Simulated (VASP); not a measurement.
Input:

```yaml
crystal:
  lattice:
    - [0.00000, 2.80323, 2.80323]
    - [2.80323, 0.00000, 2.80323]
    - [2.80323, 2.80323, 0.00000]
  atoms:
    - { symbol: Ag, position: [0.00000, 0.00000, 0.00000] }
    - { symbol: Cl, position: [0.50000, 0.50000, 0.50000] }
```

All values below come from PBE GGA, VASP's PBE PAW potentials (set 64) (plane waves; VASP). Settings: 520 eV cut-off, 6×6×6 Γ-centred mesh, Gaussian smearing of 0.050 eV, potentials Ag Cl.

### Question
Estimate the energy per atom (σ→0), band gap (on the k-mesh) with the smallest direct gap where there is one.

### Answer

- band gap (on the k-mesh) = 0.92 eV
- smallest direct gap (on the k-mesh) = 3.11 eV
- energy per atom (σ→0) = -2.700 eV/atom

Only differences to runs with the same potentials and settings are physical.

The compound is AgCl in the rock salt structure. It was relaxed first.
